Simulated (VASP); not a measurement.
Data:

```
La2O3
1.0
    1.99108    -3.44865     0.00000
    1.99108     3.44865     0.00000
    0.00000     0.00000     6.19146
La O
2 3
Direct
  0.33333   0.66667   0.24610
  0.66667   0.33333   0.75390
  0.00000   0.00000   0.00000
  0.33333   0.66667   0.64583
  0.66667   0.33333   0.35417
```

Method: AM05 GGA, VASP's PBE PAW potentials (set 64) (plane waves; VASP). Numerical set-up: 520 eV cut-off, 7×7×4 Γ-centred mesh, Gaussian smearing of 0.050 eV, potentials La O.

Question: The ions and cell shape at fixed volume are relaxed. Predict the relaxed structure.

Answer: 
```
La2O3
1.0
    1.97631    -3.42307     0.00000
    1.97631     3.42307     0.00000
    0.00000     0.00000     6.28436
La O
2 3
Direct
  0.33333   0.66667   0.25065
  0.66667   0.33333   0.74935
  0.00000   0.00000   0.00000
  0.33333   0.66667   0.64333
  0.66667   0.33333   0.35667
```
Space group P-3m1 (164), at a tolerance of 0.03 Å.

Question: How much energy does the relaxation gain?

Answer: The energy (σ→0) changes by -3.6 meV/atom, in 9 ionic steps.

The compound is La2O3 in the a-type structure. This cell is one point of a volume scan, at 1.06 of the reference volume. Symmetry was kept, so distortions that lower it aren't found.
